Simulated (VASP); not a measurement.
Runs of VASP 6.6.1 on Y2Ge3. Symmetry: P-6m2, No. 187, hexagonal system. The conventional cell has a = 4.392 Å, b = 4.392 Å, c = 7.107 Å, α = 90.00°, β = 90.00°, γ = 120.00°. Around Y (site symmetry 3m) lie 9 Ge at 3.02 to 3.18 Å and 1 Y at 3.27 Å. Around Ge (site symmetry -6m2) lie 3 Ge at 2.54 Å. Around Ge (site symmetry -6m2) lie 6 Y at 3.02 Å. Ge (site symmetry -6m2) is surrounded by 3 Ge at 2.54 Å. The cell comes from a database or a generator and needn't be the stable form of this composition.

```csv
task,level,spin,cell,k mesh,cutoff (eV),smearing,other keys,gap on the mesh (eV),pressure (GPa),largest force (eV/Å)
electron localisation function,BLYP+D4,off,as given,7 × 7 × 4,520,fermi-dirac 0.02 eV,ISMEAR = -1; SIGMA = 0.02,none,0.1,(a)
single point,RPBE,off,as given,7 × 7 × 4,520,gaussian 0.05 eV,-,none,(b),0.14
single point,PBE,off,as given,7 × 7 × 4,520,gaussian 0.1 eV,-,none,0.3,0.15
optical spectrum,PBE,"SOC, no magnetisation",volume scaled by 0.92,5 × 5 × 3,700,tetrahedron,EDIFF = 1e-05; ENCUT = 700,-,(c),0.04
```

Alike in all rows: potentials or basis VASP PAW PBE potentials, release 64 (Y_sv, Ge_d).

Problem. Fill in the values left out.

Solution. (a) 0.03; (b) 2.1; (c) 5.8.

Caveats: the PAW data sets were made with another functional, which shifts forces and pressure a little (some runs); pairwise dispersion overbinds metals, which lowers pressure and volume (some runs).

A k mesh can miss the band edges, and rows without SOC leave out spin-orbit coupling on Ge, Y.

A gap of «none» marks a metal or a gap under the smearing width.
